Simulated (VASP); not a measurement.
TlGeH3: single point with PBE

The system is TlGeH3.

```
Tl Ge H
1.0
     3.87382    0.00000    0.00000
     0.00000    3.87382    0.00000
     0.00000    0.00000    3.87382
Tl Ge H
1 1 3
Cartesian
  0.0000 0.0000 0.0000
  1.9369 1.9369 1.9369
  1.9369 1.9369 0.0000
  1.9369 0.0000 1.9369
  0.0000 1.9369 1.9369
```

The cell comes from a database or a generator and needn't be the stable form of this composition.

```json
{"Program": "VASP 6.6.1", "Task": "single point", "Functional": "PBE", "Potentials or basis": "VASP PAW PBE potentials, release 64 (Tl_d, Ge_d, H)", "Cutoff": "520 eV", "k mesh": "4 × 4 × 4", "Occupations": "gaussian, width 0.05 eV", "Spin": "no spin polarisation", "Dipole correction": "no", "Further INCAR settings": "ALGO = Fast; EDIFF = 1e-06; NBANDS = 23"}
```

| Item | Value |
| --- | --- |
| Pressure | 5.4 GPa |
| Band gap on the k mesh | none (metal or under the smearing width) |

Levels at points of the mesh, in eV from the Fermi level:
```
           k point  band 13  band 14  band 15  band 16  band 17  band 18
(0.00, 0.00, 0.00)    -2.74    -2.74    -1.15    -1.15    -1.15     5.78
(0.50, 0.00, 0.00)    -2.74    -2.40     0.27     0.58     0.58     3.19
(0.50, 0.50, 0.00)    -7.11    -6.14    -0.03     0.98     2.91     2.91
(0.50, 0.50, 0.50)    -5.76    -5.76    -4.79    -0.97    -0.97    -0.97
```

It took 15 s on 1 thread of Intel(R) Xeon(R) Platinum 8259CL CPU @ 2.50GHz (Skylake/Cascade Lake), with other jobs on the host, peak memory 0.17 GiB.

Caveat: the k mesh is coarse (spacing up to 0.41 Å⁻¹), so the values aren't converged. Spin-orbit coupling is left out, which matters for the levels of Tl.
